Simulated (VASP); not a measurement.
All values below come from PBE GGA with D3 dispersion (Becke-Johnson damping), VASP's PBE PAW potentials (set 64) (plane waves; VASP 6.6.1).

The input files of a VASP run:

### KPOINTS
```
Regular mesh
0
gamma
12 12 1
```

### INCAR
```
SYSTEM = MgI2 monolayer
PREC = Accurate; ENCUT = 400; LREAL = .FALSE.
LASPH = .TRUE.; ISYM = 0
EDIFF = 1E-6; NELM = 100; ALGO = Normal
LMAXMIX = 4
ISMEAR = 0; SIGMA = 0.05
GGA = PE; IVDW = 12
ISIF = 2
LWAVE = .FALSE.; LCHARG = .FALSE.; LORBIT = 11
LVHAR = .TRUE.
DIPOL = 0.5 0.5 0.5
LDIPOL = .TRUE.; IDIPOL = 3
```

**POSCAR**
```
MgI2 monolayer
1
    4.2157136792     0.0000000000     0.0000000000
   -2.1078568396     3.6509147123     0.0000000000
    0.0000000000     0.0000000000    19.4790081612
I Mg
2 1
Direct
  0.6666670000   0.3333330000   0.4151218228
  0.3333330000   0.6666670000   0.5848781772
  0.0000000000   0.0000000000   0.5000000000
```

**KPOINTS_OPT**
```
k-points along high-symmetry lines
15
Line-mode
Reciprocal
  0.000000   0.000000   0.000000 ! GAMMA
  0.500000   0.000000   0.000000 ! M

  0.500000   0.000000   0.000000 ! M
  0.333333   0.333333   0.000000 ! K

  0.333333   0.333333   0.000000 ! K
  0.000000   0.000000   0.000000 ! GAMMA
```

POTCAR, in this order: I Mg (PBE.64 set). Program: vasp_std.

Output of the run:

### OSZICAR
```
       N       E                     dE             d eps       ncg     rms          rms(c)
DAV:   1     0.102076623242E+03    0.10208E+03   -0.40831E+03  1776   0.743E+02
DAV:   2     0.421494105317E+01   -0.97862E+02   -0.91646E+02  3208   0.132E+02
DAV:   3    -0.749600197848E+01   -0.11711E+02   -0.11647E+02  2240   0.584E+01
DAV:   4    -0.788921708766E+01   -0.39322E+00   -0.39295E+00  2232   0.133E+01
DAV:   5    -0.790086407548E+01   -0.11647E-01   -0.11646E-01  2432   0.266E+00    0.379E+00
DAV:   6    -0.776073192896E+01    0.14013E+00   -0.17523E-01  2068   0.226E+00    0.262E+00
DAV:   7    -0.773849648570E+01    0.22235E-01   -0.22397E-01  1964   0.258E+00    0.579E-01
DAV:   8    -0.773155888400E+01    0.69376E-02   -0.25140E-02  1984   0.906E-01    0.306E-01
DAV:   9    -0.773177162473E+01   -0.21274E-03   -0.22364E-03  2252   0.308E-01    0.187E-01
DAV:  10    -0.773173284267E+01    0.38782E-04   -0.15665E-04  2180   0.103E-01    0.471E-02
DAV:  11    -0.773175902183E+01   -0.26179E-04   -0.51888E-05  2176   0.421E-02    0.581E-02
DAV:  12    -0.773176070863E+01   -0.16868E-05   -0.48190E-06  2360   0.127E-02    0.229E-02
DAV:  13    -0.773176881104E+01   -0.81024E-05   -0.90188E-07  1640   0.566E-03    0.204E-03
DAV:  14    -0.773178152672E+01   -0.12716E-04   -0.15887E-06  1780   0.718E-03    0.197E-02
DAV:  15    -0.773178408148E+01   -0.25548E-05   -0.36095E-07  1696   0.369E-03    0.694E-03
DAV:  16    -0.773179160710E+01   -0.75256E-05   -0.11345E-06  1692   0.490E-03    0.617E-03
DAV:  17    -0.773179379097E+01   -0.21839E-05   -0.14041E-07  1648   0.221E-03    0.245E-03
DAV:  18    -0.773179522162E+01   -0.14306E-05   -0.43574E-08  1588   0.111E-03    0.517E-04
DAV:  19    -0.773179620865E+01   -0.98704E-06   -0.10159E-08  1476   0.574E-04
   1 F= -.84119082E+01 E0= -.84119082E+01  d E =-.403926E-13
       N       E                     dE             ncg
```

**OUTCAR**
```
------------------------ aborting loop because EDIFF is reached ----------------------------------------
 Edisp (eV)   -0.68011
  FORCE on cell =-STRESS in cart. coord.  units (eV):
  Direction    XX          YY          ZZ          XY          YZ          ZX
  --------------------------------------------------------------------------------------
  Total      -0.77507    -0.77507    -0.05034     0.00000    -0.00001     0.00001
  in kB      -4.14202    -4.14201    -0.26902     0.00000    -0.00003     0.00006
  external pressure =       -2.85 kB  Pullay stress =        0.00 kB
  volume of cell :      299.81
      direct lattice vectors                 reciprocal lattice vectors
     4.215713679  0.000000000  0.000000000     0.237207760  0.136951980  0.000000000
    -2.107856840  3.650914712  0.000000000     0.000000000  0.273903961  0.000000000
     0.000000000  0.000000000 19.479008161     0.000000000  0.000000000  0.051337316
 POSITION                                       TOTAL-FORCE (eV/Angst)
 -----------------------------------------------------------------------------------
      2.10786      1.21697      8.08616        -0.000003      0.000002      0.011449
     -0.00000      2.43394     11.39285         0.000003     -0.000002     -0.011449
      0.00000      0.00000      9.73950         0.000000     -0.000000     -0.000000
 -----------------------------------------------------------------------------------
    total drift:                               -0.000000      0.000000      0.000001
  FREE ENERGIE OF THE ION-ELECTRON SYSTEM (eV)
  ---------------------------------------------------
  free  energy   TOTEN  =        -8.4119081604 eV

  energy  without entropy=       -8.4119081604  energy(sigma->0) =       -8.41190816

 total charge

# of ion       s       p       d       tot
------------------------------------------
    1        1.505   2.821   0.011   4.337
    2        1.505   2.821   0.011   4.337
    3        0.137   0.108   0.026   0.271
--------------------------------------------------
tot          3.146   5.750   0.049   8.946
```
(Selected blocks of OUTCAR.)

The cell holds a wide vacuum, so values per volume refer to the whole cell.

The cell is a sheet with vacuum, built from a generated structure.
